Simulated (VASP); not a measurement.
Set up this calculation in VASP 6.6.1, as the native input.

```yaml
Task: single point
Functional: PBE
Potentials_or_basis: VASP PAW PBE potentials, release 64 (B, Te)
Cutoff: 520 eV
k_mesh: 9 × 9 × 8
Occupations: fermi-dirac, width 0.05 eV
Spin: no spin polarisation
Further_INCAR_settings: ALGO = Normal; EDIFF = 1e-07; NBANDS = 12
```

The structure of BTe lies in POSCAR:

```
BTe
1.0
    3.4520400000      0.0000000000      0.0000000000
   -1.7260200000      2.9895600000      0.0000000000
    0.0000000000      0.0000000000      3.2884500000
B Te
1 1
Direct
    0.0000000000      0.0000000000      0.5000000000
    0.6666700000      0.3333300000      0.0000000000
```

The cell was built by a generator and needn't be a form met in nature.

The input as run:

INCAR

```
SYSTEM = BTe
  PREC = Accurate
  ENCUT = 520
  EDIFF = 1E-7
  ISMEAR = -1
  SIGMA = 0.05
  LREAL = .False.
  LASPH = .True.
  NELM = 60
  ALGO = Normal
  ISIF = 2
  LWAVE = .False.
  LCHARG = .False.
  GGA = PE
  NBANDS = 12
```

KPOINTS

```
regular mesh
0
Gamma
  9 9 8
  0 0 0
```

Potentials or basis: VASP PAW PBE potentials, release 64 (B, Te).

Command:

```bash
$ cat potpaw_PBE.64/B/POTCAR potpaw_PBE.64/Te/POTCAR > POTCAR
$ mpirun -np 1 vasp_std > vasp.out
```

It gave:

| Item | Value |
| --- | --- |
| Pressure | -0.3 GPa |
| Band gap on the k mesh | none (metal or under the smearing width) |

Wall time 54 s on 1 thread of Intel(R) Xeon(R) Platinum 8375C CPU @ 2.90GHz (Ice Lake) (shared host), peak memory 0.18 GiB.
